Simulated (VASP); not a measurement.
Here is the system:

```
In
1.0
   -1.60528     1.60528     2.47393
    1.60528    -1.60528     2.47393
    1.60528     1.60528    -2.47393
In
1
Cartesian
  0.00000   0.00000   0.00000
```

Level of theory: PBEsol GGA, VASP's PBE PAW potentials (set 64) (plane waves; VASP). Run with 480 eV cut-off, 14×14×14 Γ-centred mesh, first-order Methfessel-Paxton smearing of 0.10 eV, potentials In_d.

Each relaxation starts from this cell; other phases were not tried.

The cell is relaxed at 5 GPa. What happens?

The volume per atom goes from 25.50 to 23.38 Å³ (-8.3 %), and the cell becomes a = b = 3.1189 Å, c = 4.8078 Å, α = β = γ = 90.00°, space group I4/mmm.

The cell is relaxed at 10 GPa. What happens?

The volume per atom goes from 25.50 to 21.99 Å³ (-13.8 %), and the cell becomes a = b = 3.0570 Å, c = 4.7051 Å, α = β = γ = 90.00°, space group I4/mmm.

Failed runs are left out, and for metals the shear rows, which the mesh's noise covers.

The compound is In in the bct structure.
